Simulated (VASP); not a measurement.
Output of a VASP run:

OSZICAR:
```
...
DAV:   7    -0.345981528194E+02    0.51487E-06   -0.15805E-06  2776   0.137E-02
   6 F= -.34598153E+02 E0= -.34565934E+02  d E =-.847699E-02
       N       E                     dE             d eps       ncg     rms          rms(c)
DAV:   1    -0.346001592651E+02   -0.20059E-02   -0.10051E-01  3520   0.393E+00    0.297E-01
DAV:   2    -0.345996402451E+02    0.51902E-03   -0.93307E-03  4384   0.141E+00    0.233E-01
DAV:   3    -0.345991291874E+02    0.51106E-03   -0.62405E-03  4416   0.112E+00    0.156E-01
DAV:   4    -0.345987369630E+02    0.39222E-03   -0.13340E-03  4584   0.520E-01    0.271E-02
DAV:   5    -0.345987373818E+02   -0.41883E-06   -0.15274E-04  4536   0.121E-01    0.117E-02
DAV:   6    -0.345987383171E+02   -0.93528E-06   -0.16125E-05  4240   0.445E-02    0.731E-03
DAV:   7    -0.345987380418E+02    0.27525E-06   -0.28299E-06  3088   0.249E-02
   7 F= -.34598738E+02 E0= -.34566704E+02  d E =-.585222E-03
       N       E                     dE             d eps       ncg     rms          rms(c)
DAV:   1    -0.345996473453E+02   -0.90903E-03   -0.56793E-02  3504   0.295E+00    0.222E-01
DAV:   2    -0.345993456948E+02    0.30165E-03   -0.51804E-03  4352   0.105E+00    0.173E-01
DAV:   3    -0.345990672459E+02    0.27845E-03   -0.34837E-03  4432   0.838E-01    0.117E-01
DAV:   4    -0.345988435733E+02    0.22367E-03   -0.75366E-04  4576   0.392E-01    0.201E-02
DAV:   5    -0.345988444029E+02   -0.82966E-06   -0.86729E-05  4528   0.897E-02    0.879E-03
DAV:   6    -0.345988449156E+02   -0.51268E-06   -0.89295E-06  4032   0.342E-02
   8 F= -.34598845E+02 E0= -.34566936E+02  d E =-.692096E-03
       N       E                     dE             d eps       ncg     rms          rms(c)
DAV:   1    -0.346052572660E+02   -0.64129E-02   -0.11802E-01  3976   0.482E+00    0.720E-01
DAV:   2    -0.346143242045E+02   -0.90669E-02   -0.19456E-01  4024   0.644E+00    0.103E+00
DAV:   3    -0.345988139353E+02    0.15510E-01   -0.84217E-02  3760   0.456E+00    0.128E-01
DAV:   4    -0.345993267299E+02   -0.51279E-03   -0.10739E-02  4848   0.854E-01    0.172E-01
DAV:   5    -0.345989155838E+02    0.41115E-03   -0.14787E-03  4600   0.515E-01    0.614E-02
DAV:   6    -0.345988913865E+02    0.24197E-04   -0.25974E-04  5224   0.128E-01    0.306E-02
DAV:   7    -0.345988838467E+02    0.75398E-05   -0.60347E-05  5472   0.910E-02    0.562E-03
DAV:   8    -0.345988850323E+02   -0.11857E-05   -0.68145E-06  3568   0.184E-02    0.527E-03
DAV:   9    -0.345988853932E+02   -0.36092E-06   -0.47323E-07  2472   0.117E-02
   9 F= -.34598885E+02 E0= -.34567212E+02  d E =-.404776E-04
       N       E                     dE             d eps       ncg     rms          rms(c)
DAV:   1    -0.345999761062E+02   -0.10911E-02   -0.18273E-02  3976   0.189E+00    0.283E-01
DAV:   2    -0.346013959740E+02   -0.14199E-02   -0.30384E-02  4024   0.254E+00    0.408E-01
DAV:   3    -0.345989872479E+02    0.24087E-02   -0.13665E-02  3848   0.178E+00    0.529E-02
DAV:   4    -0.345990371501E+02   -0.49902E-04   -0.14320E-03  4776   0.312E-01    0.570E-02
DAV:   5    -0.345989863609E+02    0.50789E-04   -0.17463E-04  4656   0.178E-01    0.212E-02
DAV:   6    -0.345989810887E+02    0.52722E-05   -0.39155E-05  5240   0.505E-02    0.928E-03
DAV:   7    -0.345989797374E+02    0.13513E-05   -0.56365E-06  3600   0.286E-02    0.222E-03
DAV:   8    -0.345989797155E+02    0.21967E-07   -0.10799E-06  2040   0.132E-02
  10 F= -.34598980E+02 E0= -.34567208E+02  d E =-.134800E-03
```

OUTCAR:
```
------------------------ aborting loop because EDIFF is reached ----------------------------------------
  FORCE on cell =-STRESS in cart. coord.  units (eV):
  Direction    XX          YY          ZZ          XY          YZ          ZX
  --------------------------------------------------------------------------------------
  Total        0.0055094      0.0055094      0.0214622      0.0000000      0.0000000      0.0000000
  in kB        0.1184668      0.1184668      0.4614953      0.0000000      0.0000000      0.0000000
  external PRESSURE =       0.2328096 kB  Pullay stress =       0.0000000 kB
  volume of cell :       74.51
      direct lattice vectors                 reciprocal lattice vectors
    -1.980656268  1.980656268  4.748310889     0.000000000  0.252441581  0.105300603
     1.980656268 -1.980656268  4.748310889     0.252441581  0.000000000  0.105300603
     1.980656268  1.980656268 -4.748310889     0.252441581  0.252441581  0.000000000
 POSITION                                       TOTAL-FORCE (eV/Angst)
 -----------------------------------------------------------------------------------
      1.98066      1.98066     -4.74831        -0.000000     -0.000000      0.000000
      1.98066      0.00000      2.37416        -0.000000     -0.000000      0.000000
      0.00000      1.98066      2.37416        -0.000000     -0.000000      0.000000
      0.00000      0.00000      5.98716         0.000000      0.000000      0.000703
      0.00000      0.00000      3.50946         0.000000      0.000000     -0.000703
 -----------------------------------------------------------------------------------
    total drift:                                0.000000     -0.000000      0.000000
  FREE ENERGIE OF THE ION-ELECTRON SYSTEM (eV)
  ---------------------------------------------------
  free  energy   TOTEN  =       -34.5989797155 eV

  energy  without entropy=      -34.5354353991  energy(sigma->0) =      -34.56720756

 reached required accuracy - stopping structural energy minimisation
```
(Selected blocks of OUTCAR.)

**POSCAR**
```
La(NiP)2
1
   -1.9985400000     1.9985400000     4.8175650000
    1.9985400000    -1.9985400000     4.8175650000
    1.9985400000     1.9985400000    -4.8175650000
La Ni P
1 2 2
Direct
  0.0000000000   0.0000000000   0.0000000000
  0.2500000000   0.7500000000   0.5000000000
  0.7500000000   0.2500000000   0.5000000000
  0.6343400000   0.6343400000   0.0000000000
  0.3656600000   0.3656600000   0.0000000000
```

Problem. Reconstruct the remaining input files.

Solution. One answer among several that fit: the input of the run itself, PBEsol GGA, plane waves, VASP's PBE PAW potentials (set 64).

**INCAR**
```
# general
SYSTEM  = La(NiP)2
PREC    = Accurate
ENCUT   = 300   # plane-wave cut-off (eV)
LREAL   = .FALSE.
LASPH   = .TRUE.   # aspherical one-centre terms

# electronic loop
EDIFF   = 1E-6   # SCF stop (eV)
NELM    = 100
ALGO    = Normal
LMAXMIX = 6   # l cut-off of mixed one-centre charges

# smearing
ISMEAR  = -1   # Fermi-Dirac
SIGMA   = 0.1   # width (eV)

# functional
GGA     = PS   # PBEsol

# ions
IBRION  = 2   # conjugate gradients
NSW     = 50
ISIF    = 3   # ions, shape and volume
EDIFFG  = -0.01   # ionic stop

# output
LWAVE   = .FALSE.
LCHARG  = .FALSE.
```

KPOINTS:
```
Automatic mesh
0
Gamma
8 8 8
0 0 0
```

POTCAR, in this order: La Ni P (PBE.64 set). Program: vasp_std.

At this cut-off the stress carries a Pulay error, which pulls relaxed volumes low. Energy and stress use the plane-wave basis of the starting cell.

The structure comes from a computed database's LaNi2P2 entry (I4/mmm); how it stands against other phases isn't given here. This run relaxes it. Symmetry was kept, so distortions that lower it aren't found. The run is one of a series of settings (EDIFFG = -0.01, IBRION = 2, ISIF = 3, NSW = 50 against the base run), some of them coarse on purpose. The run is not spin-polarised, so no magnetic state was tried. The electron count is odd and the run is not spin-polarised, which forces a metal.
